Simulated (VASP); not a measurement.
The system is SbP.

```xyz
2
Lattice="3.6322 0.0000 0.0000 -1.8161 3.1456 0.0000 0.0000 0.0000 5.6589" Properties=species:S:1:pos:R:3 pbc="T T T"
Sb    0.0000    2.0970    2.8294
P     0.0000    0.0000    0.0000
```

The cell was built by a generator and needn't be a form met in nature.

```yaml
Program: VASP 6.6.1
Task: relaxation of cell and atoms
Functional: r2SCAN
Potentials_or_basis: VASP PAW PBE potentials, release 64 (Sb, P)
Cutoff: 600 eV
k_mesh: 8 × 8 × 5
Occupations: gaussian, width 0.05 eV
Spin: no spin polarisation
```

At the start: pressure -12.6 GPa; volume 32.33 Å³/atom.

Q: Where does the relaxation end?

A: Over 16 steps the energy falls by 1169.4 meV/atom and the volume is 22.04 Å³/atom (-31.8 %); space group P-6m2 (No. 187, to 0.05 Å).

Step by step:
```
step  energy change (eV)  largest force (eV/Å)  pressure (GPa)  volume (Å³)
   1              0.0000                0.0000          -12.56        64.65
   2             -1.3523                0.0000           -2.18        43.70
   3             -1.3687                0.0000            0.18        42.20
   4             -1.3691                0.0000            0.91        41.81
   5             -1.4316                0.0000            2.14        41.57
   6             -1.7241                0.0000            4.12        40.69
   7             -1.8058                0.0000           20.86        37.45
   8             -2.1005                0.0000            8.62        39.51
   9             -2.1383                0.0000           13.28        38.57
  10             -2.1571                0.0000           11.68        38.81
  11             -2.1798                0.0000           11.27        39.09
  12             -2.1931                0.0000           10.81        39.53
  13             -2.2225                0.0000            9.45        39.98
  14             -2.2896                0.0000            5.89        41.35
  15             -2.3387                0.0000           -0.14        44.18
  16             -2.3387                0.0000            0.04        44.08
```

Final structure:
```
Sb P
1.0
     3.72134    0.00000    0.00000
    -1.86067    3.22278    0.00000
     0.00000    0.00000    3.67560
Sb P
1 1
Direct
  0.33333 0.66667 0.50000
  0.00000 0.00000 0.00000
```

Caveat: the volume moved by over 15 % at a fixed basis, so the end points are rough; the PAW data sets were made with another functional, which shifts forces and pressure a little.
